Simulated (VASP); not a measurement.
All values below come from PBE GGA, VASP's PBE PAW potentials (set 64) (plane waves; VASP).

Input for VASP

File KPOINTS:
```
Automatic mesh
0
Gamma
14 14 14
0 0 0
```

File POSCAR:
```
Ta
2.8747380
 -0.5773501856   0.5773501856   0.5773501856
  0.5773501856  -0.5773501856   0.5773501856
  0.5773501856   0.5773501856  -0.5773501856
Ta
1
Cartesian
  0.0000000000   0.0000000000   0.0000000000
```

### INCAR
```
ALGO=Normal
EDIFF=1E-7
ENCUT=530
GGA=PE
IBRION=6
ISIF=3
ISMEAR=1
LASPH=T
LCHARG=F
LMAXMIX=6
LREAL=F
LWAVE=F
NELM=100
NFREE=2
NSW=1
POTIM=0.015
PREC=Accurate
SIGMA=0.1
SYSTEM=Ta
```

POTCAR, in this order: Ta_pv (PBE.64 set). Program: vasp_std.

Output of the run:

OSZICAR:
```
...
DAV:  10    -0.118160084711E+02   -0.10023E-06   -0.18724E-10  2257   0.151E-04    0.176E-05
DAV:  11    -0.118160084751E+02   -0.40236E-08   -0.42757E-11  2253   0.807E-05
   6 F= -.11816008E+02 E0= -.11816191E+02  d E =0.548770E-03
       N       E                     dE             d eps       ncg     rms          rms(c)
DAV:   1    -0.118972682580E+02   -0.81260E-01   -0.29722E+00  4426   0.222E+01    0.226E+00
DAV:   2    -0.118341503567E+02    0.63118E-01   -0.82453E-02  4569   0.366E+00    0.891E-01
DAV:   3    -0.118158771062E+02    0.18273E-01   -0.56447E-02  4942   0.278E+00    0.379E-01
DAV:   4    -0.118160789655E+02   -0.20186E-03   -0.13592E-03  5034   0.424E-01    0.793E-02
DAV:   5    -0.118160273043E+02    0.51661E-04   -0.30426E-04  4881   0.213E-01    0.532E-02
DAV:   6    -0.118160276963E+02   -0.39200E-06   -0.93998E-06  4686   0.388E-02    0.277E-03
DAV:   7    -0.118160277044E+02   -0.81864E-08   -0.40617E-07  5027   0.789E-03
   7 F= -.11816028E+02 E0= -.11816300E+02  d E =0.816932E-03
       N       E                     dE             d eps       ncg     rms          rms(c)
DAV:   1    -0.118494731896E+02   -0.33445E-01   -0.13812E+00 13497   0.140E+01    0.124E+00
DAV:   2    -0.118251408697E+02    0.24332E-01   -0.33026E-02 14643   0.220E+00    0.519E-01
DAV:   3    -0.118182334802E+02    0.69074E-02   -0.22318E-02 15284   0.161E+00    0.212E-01
DAV:   4    -0.118182810952E+02   -0.47615E-04   -0.49447E-04 14527   0.266E-01    0.541E-02
DAV:   5    -0.118182694233E+02    0.11672E-04   -0.90397E-05 15879   0.103E-01    0.319E-02
DAV:   6    -0.118182688504E+02    0.57289E-06   -0.50273E-06 14027   0.259E-02    0.262E-03
DAV:   7    -0.118182689059E+02   -0.55507E-07   -0.15870E-07 12485   0.458E-03
   8 F= -.11818269E+02 E0= -.11818377E+02  d E =0.323430E-03
       N       E                     dE             d eps       ncg     rms          rms(c)
DAV:   1    -0.118603084007E+02   -0.42040E-01   -0.98617E-01 13954   0.927E+00    0.104E+00
DAV:   2    -0.118276086879E+02    0.32700E-01   -0.34477E-02 15134   0.179E+00    0.515E-01
DAV:   3    -0.118182290595E+02    0.93796E-02   -0.29593E-02 17414   0.139E+00    0.175E-01
DAV:   4    -0.118182646563E+02   -0.35597E-04   -0.61586E-04 13968   0.300E-01    0.141E-01
DAV:   5    -0.118182708380E+02   -0.61817E-05   -0.88960E-06 18271   0.394E-02    0.162E-02
DAV:   6    -0.118182688388E+02    0.19992E-05   -0.55310E-06 14947   0.205E-02    0.791E-03
DAV:   7    -0.118182689119E+02   -0.73047E-07   -0.18231E-07 11214   0.583E-03
   9 F= -.11818269E+02 E0= -.11818377E+02  d E =0.323427E-03
       N       E                     dE             d eps       ncg     rms          rms(c)
DAV:   1    -0.118158223946E+02    0.24464E-02   -0.85854E-01 14180   0.884E+00    0.627E-01
DAV:   2    -0.118101017487E+02    0.57206E-02   -0.15796E-02 15510   0.126E+00    0.339E-01
DAV:   3    -0.118145389323E+02   -0.44372E-02   -0.13983E-02 17326   0.964E-01    0.974E-02
DAV:   4    -0.118175762457E+02   -0.30373E-02   -0.10410E-03 15623   0.302E-01    0.193E-02
DAV:   5    -0.118182285688E+02   -0.65232E-03   -0.50676E-05 17644   0.649E-02    0.103E-02
DAV:   6    -0.118182603477E+02   -0.31779E-04   -0.10872E-06 14543   0.123E-02    0.103E-03
DAV:   7    -0.118182676440E+02   -0.72963E-05   -0.66332E-08  8047   0.241E-03    0.284E-04
DAV:   8    -0.118182687915E+02   -0.11475E-05   -0.31211E-09  7010   0.639E-04    0.564E-05
DAV:   9    -0.118182688816E+02   -0.90077E-07   -0.37658E-10  6923   0.199E-04
  10 F= -.11818269E+02 E0= -.11818377E+02  d E =0.323483E-03
       N       E                     dE             d eps       ncg     rms          rms(c)
DAV:   1    -0.118602721129E+02   -0.42003E-01   -0.10445E+00 13898   0.956E+00    0.104E+00
DAV:   2    -0.118276139234E+02    0.32658E-01   -0.34603E-02 15230   0.180E+00    0.515E-01
DAV:   3    -0.118182291501E+02    0.93848E-02   -0.29467E-02 17497   0.139E+00    0.173E-01
DAV:   4    -0.118182647645E+02   -0.35614E-04   -0.61514E-04 13985   0.300E-01    0.139E-01
DAV:   5    -0.118182706320E+02   -0.58675E-05   -0.86333E-06 18367   0.389E-02    0.154E-02
DAV:   6    -0.118182688187E+02    0.18133E-05   -0.49943E-06 15010   0.195E-02    0.754E-03
DAV:   7    -0.118182688859E+02   -0.67185E-07   -0.15805E-07 10007   0.570E-03
  11 F= -.11818269E+02 E0= -.11818377E+02  d E =0.323335E-03
       N       E                     dE             d eps       ncg     rms          rms(c)
DAV:   1    -0.118639507141E+02   -0.45682E-01   -0.78008E-01 14118   0.840E+00    0.658E-01
DAV:   2    -0.118408867562E+02    0.23064E-01   -0.15681E-02 15226   0.127E+00    0.351E-01
DAV:   3    -0.118231584177E+02    0.17728E-01   -0.14881E-02 16477   0.985E-01    0.129E-01
DAV:   4    -0.118203274675E+02    0.28310E-02   -0.79261E-04 15460   0.290E-01    0.541E-02
DAV:   5    -0.118183017249E+02    0.20257E-02   -0.19952E-04 18345   0.114E-01    0.148E-02
DAV:   6    -0.118182719627E+02    0.29762E-04   -0.55469E-06 14592   0.269E-02    0.162E-03
DAV:   7    -0.118182701476E+02    0.18151E-05   -0.22694E-07 10668   0.458E-03    0.295E-04
DAV:   8    -0.118182689754E+02    0.11723E-05   -0.63483E-09  6963   0.961E-04    0.975E-05
DAV:   9    -0.118182689744E+02    0.98362E-09   -0.60258E-10  6925   0.272E-04
  12 F= -.11818269E+02 E0= -.11818377E+02  d E =0.323492E-03
       N       E                     dE             d eps       ncg     rms          rms(c)
DAV:   1    -0.118603097850E+02   -0.42041E-01   -0.10563E+00 13913   0.968E+00    0.104E+00
DAV:   2    -0.118276078541E+02    0.32702E-01   -0.34362E-02 15153   0.177E+00    0.515E-01
DAV:   3    -0.118182298639E+02    0.93780E-02   -0.29504E-02 17465   0.139E+00    0.176E-01
DAV:   4    -0.118182647152E+02   -0.34851E-04   -0.60265E-04 14000   0.298E-01    0.141E-01
DAV:   5    -0.118182705129E+02   -0.57977E-05   -0.86871E-06 18210   0.393E-02    0.162E-02
DAV:   6    -0.118182688221E+02    0.16908E-05   -0.47883E-06 14971   0.192E-02    0.734E-03
DAV:   7    -0.118182688836E+02   -0.61474E-07   -0.15975E-07  9834   0.566E-03
  13 F= -.11818269E+02 E0= -.11818377E+02  d E =0.323355E-03
       N       E                     dE             d eps       ncg     rms          rms(c)
DAV:   1    -0.118422166274E+02   -0.23948E-01   -0.13812E+00  1882   0.129E+01    0.372E-01
DAV:   2    -0.118349223151E+02    0.72943E-02   -0.55249E-02  2018   0.292E+00    0.235E-01
DAV:   3    -0.118196976901E+02    0.15225E-01   -0.13505E-02  2472   0.101E+00    0.242E-02
DAV:   4    -0.118196119064E+02    0.85784E-04   -0.32435E-04  1968   0.226E-01    0.121E-02
DAV:   5    -0.118195045628E+02    0.10734E-03   -0.24281E-06  2444   0.167E-02    0.130E-03
DAV:   6    -0.118194919038E+02    0.12659E-04   -0.41191E-08  1318   0.230E-03    0.503E-04
DAV:   7    -0.118194907643E+02    0.11395E-05   -0.47718E-09   997   0.847E-04    0.504E-05
DAV:   8    -0.118194906655E+02    0.98827E-07   -0.42366E-10   973   0.300E-04
  14 F= -.11819491E+02 E0= -.11819521E+02  d E =0.920105E-04
       N       E                     dE             d eps       ncg     rms          rms(c)
DAV:   1    -0.118036875994E+02    0.15803E-01   -0.37155E+00  1892   0.221E+01    0.145E-01
DAV:   2    -0.118198094737E+02   -0.16122E-01   -0.17086E-01  1896   0.516E+00    0.889E-02
DAV:   3    -0.118194900844E+02    0.31939E-03   -0.13299E-03  2167   0.429E-01    0.137E-02
DAV:   4    -0.118194889319E+02    0.11524E-05   -0.10361E-04  2019   0.117E-01    0.532E-03
DAV:   5    -0.118194903719E+02   -0.14400E-05   -0.27425E-06  2110   0.196E-02    0.135E-03
DAV:   6    -0.118194904743E+02   -0.10239E-06   -0.80762E-08  1462   0.364E-03    0.437E-04
DAV:   7    -0.118194906487E+02   -0.17441E-06   -0.15162E-08   991   0.152E-03    0.237E-05
DAV:   8    -0.118194906465E+02    0.22430E-08   -0.19574E-09   963   0.582E-04
  15 F= -.11819491E+02 E0= -.11819521E+02  d E =0.920117E-04
```

### OUTCAR
```
------------------------ aborting loop because EDIFF is reached ----------------------------------------
  FORCE on cell =-STRESS in cart. coord.  units (eV):
  Direction    XX          YY          ZZ          XY          YZ          ZX
  --------------------------------------------------------------------------------------
  Total       -0.0002259     -0.0002259     -0.0002259     -0.0000000      0.0000000      0.0000000
  in kB       -0.0197882     -0.0197882     -0.0197882     -0.0000000      0.0000000      0.0000000
  external PRESSURE =      -0.0197882 kB  Pullay stress =       0.0000000 kB
  volume of cell :       18.29
      direct lattice vectors                 reciprocal lattice vectors
    -1.659730518  1.659730518  1.659730518     0.000000000  0.301253724  0.301253724
     1.659730518 -1.659730518  1.659730518     0.301253724  0.000000000  0.301253724
     1.659730518  1.659730518 -1.659730518     0.301253724  0.301253724  0.000000000
 POSITION                                       TOTAL-FORCE (eV/Angst)
 -----------------------------------------------------------------------------------
     -0.01500      0.00000      0.00000        -0.000000     -0.000000     -0.000000
 -----------------------------------------------------------------------------------
    total drift:                               -0.000010     -0.000000     -0.000000
  FREE ENERGIE OF THE ION-ELECTRON SYSTEM (eV)
  ---------------------------------------------------
  free  energy   TOTEN  =       -11.8194906465 eV

  energy  without entropy=      -11.8195826582  energy(sigma->0) =      -11.81952132

   1 f/i=    0.000000 THz     0.000000 2PiTHz    0.000000 cm-1     0.000000 meV
             X         Y         Z           dx          dy          dz
      0.000000  0.000000  0.000000     0.496139   -0.868243    0.000000

   2 f/i=    0.000000 THz     0.000000 2PiTHz    0.000000 cm-1     0.000000 meV
             X         Y         Z           dx          dy          dz
      0.000000  0.000000  0.000000     0.868243    0.496139    0.000000

   3 f/i=    0.000000 THz     0.000000 2PiTHz    0.000000 cm-1     0.000000 meV
             X         Y         Z           dx          dy          dz
      0.000000  0.000000  0.000000     0.000000    0.000000    1.000000

 ELASTIC MODULI CONTR FROM IONIC RELAXATION (kBar)
 Direction    XX          YY          ZZ          XY          YZ          ZX
 --------------------------------------------------------------------------------
 XX           0.0000      0.0000      0.0000      0.0000      0.0000      0.0000
 YY           0.0000      0.0000      0.0000      0.0000      0.0000      0.0000
 ZZ           0.0000      0.0000      0.0000      0.0000      0.0000      0.0000
 XY           0.0000      0.0000      0.0000      0.0000      0.0000      0.0000
 YZ           0.0000      0.0000      0.0000      0.0000      0.0000      0.0000
 ZX           0.0000      0.0000      0.0000      0.0000      0.0000      0.0000
 --------------------------------------------------------------------------------

 TOTAL ELASTIC MODULI (kBar)
 Direction    XX          YY          ZZ          XY          YZ          ZX
 --------------------------------------------------------------------------------
 XX        2790.0802   1696.8183   1696.8183      0.0000      0.0000     -0.0000
 YY        1696.8183   2790.0802   1696.8183      0.0000     -0.0000      0.0000
 ZZ        1696.8183   1696.8183   2790.0802      0.0000     -0.0000      0.0000
 XY           0.0000      0.0000      0.0000    968.5865      0.0000      0.0000
 YZ           0.0000     -0.0000     -0.0000      0.0000    968.5865      0.0000
 ZX          -0.0000      0.0000      0.0000      0.0000      0.0000    968.5865
 --------------------------------------------------------------------------------
```
(Selected blocks of OUTCAR.)

Finite-difference elastic constants of metals are sensitive to mesh and smearing; shear constants can be off by tens of GPa.

The compound is Ta in the bcc structure. It was relaxed first.
